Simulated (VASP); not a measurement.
OSZICAR of a VASP run on InSb (zinc blende):

**OSZICAR**
```
       N       E                     dE             d eps       ncg     rms          rms(c)
DAV:   1     0.602682849887E+02    0.60268E+02   -0.72597E+03   754   0.117E+03
DAV:   2    -0.448038995472E+02   -0.10507E+03   -0.10280E+03   789   0.286E+02
DAV:   3    -0.516645741005E+02   -0.68607E+01   -0.67962E+01  1004   0.838E+01
DAV:   4    -0.518545041231E+02   -0.18993E+00   -0.18986E+00   890   0.164E+01
DAV:   5    -0.518644523091E+02   -0.99482E-02   -0.99477E-02  1088   0.283E+00    0.514E+00
DAV:   6    -0.488357811134E+02    0.30287E+01   -0.16751E+00   889   0.284E+01    0.278E+00
DAV:   7    -0.486620501035E+02    0.17373E+00   -0.47996E-01   799   0.101E+01    0.140E+00
DAV:   8    -0.488577026063E+02   -0.19565E+00   -0.36460E-01   779   0.647E+00    0.966E-01
DAV:   9    -0.487367773688E+02    0.12093E+00   -0.42093E-02   794   0.267E+00    0.663E-01
DAV:  10    -0.487520413004E+02   -0.15264E-01   -0.94232E-03   804   0.107E+00    0.105E+00
DAV:  11    -0.487600852341E+02   -0.80439E-02   -0.35404E-02   780   0.174E+00    0.352E-01
DAV:  12    -0.487621748211E+02   -0.20896E-02   -0.60828E-03   884   0.505E-01    0.263E-01
DAV:  13    -0.487627629184E+02   -0.58810E-03   -0.30698E-04   809   0.149E-01    0.314E-01
DAV:  14    -0.487618844595E+02    0.87846E-03   -0.41486E-04   774   0.164E-01    0.349E-01
DAV:  15    -0.487586630272E+02    0.32214E-02   -0.15471E-03   799   0.316E-01    0.710E-01
DAV:  16    -0.487589802905E+02   -0.31726E-03   -0.13797E-03   759   0.458E-01    0.194E+00
DAV:  17    -0.487613607250E+02   -0.23804E-02   -0.17186E-03   754   0.547E-01    0.794E-01
DAV:  18    -0.487626592691E+02   -0.12985E-02   -0.23477E-03   804   0.517E-01    0.118E-01
DAV:  19    -0.487625129912E+02    0.14628E-03   -0.14930E-04   919   0.125E-01    0.488E-02
DAV:  20    -0.487626988522E+02   -0.18586E-03   -0.18924E-04   754   0.158E-01    0.343E-02
DAV:  21    -0.487626930883E+02    0.57639E-05   -0.49849E-05   804   0.908E-02
   1 F= -.48762693E+02 E0= -.48762607E+02  d E =-.487627E+02
```

Question: Which electronic solver shows in the log?

Answer: It is blocked Davidson (ALGO = Normal, or the opening steps of other solvers). The INCAR had ALGO = Normal.

Question: Can the final energy be trusted as converged?

Answer: The calculation finished and met its thresholds. It stopped with EDIFF = 1E-5, NELM = 100, NSW = 20 and EDIFFG = -0.03 after 1 ionic step (r2SCAN meta-GGA, plane waves, VASP's PBE PAW potentials (set 64)).

The compound is InSb in the zinc blende structure. It was relaxed first.
